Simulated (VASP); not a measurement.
Consider the following.

```yaml
crystal:
  lattice:
    - [0.00000, 2.50601, 2.50601]
    - [2.50601, 0.00000, 2.50601]
    - [2.50601, 2.50601, 0.00000]
  atoms:
    - { symbol: Ca, position: [0.00000, 0.00000, 0.00000] }
    - { symbol: S, position: [0.50000, 0.50000, 0.50000] }
```

These are PBEsol GGA, VASP's PBE PAW potentials (set 64) (plane waves; VASP 6.6.1) values and carry that method's errors. Numerical set-up: 500 eV cut-off, 9×9×9 Γ-centred mesh, Gaussian smearing of 0.050 eV, potentials Ca_sv S.

Question: Estimate the energy per atom (σ→0), pressure.

Answer: 
```
Quantity                       Result
---------------------  --------------
energy per atom (σ→0)  -4.761 eV/atom
pressure                    44.89 GPa
```

The compound is CaS in the rock salt structure. It was relaxed first under an external pressure of 45 GPa.
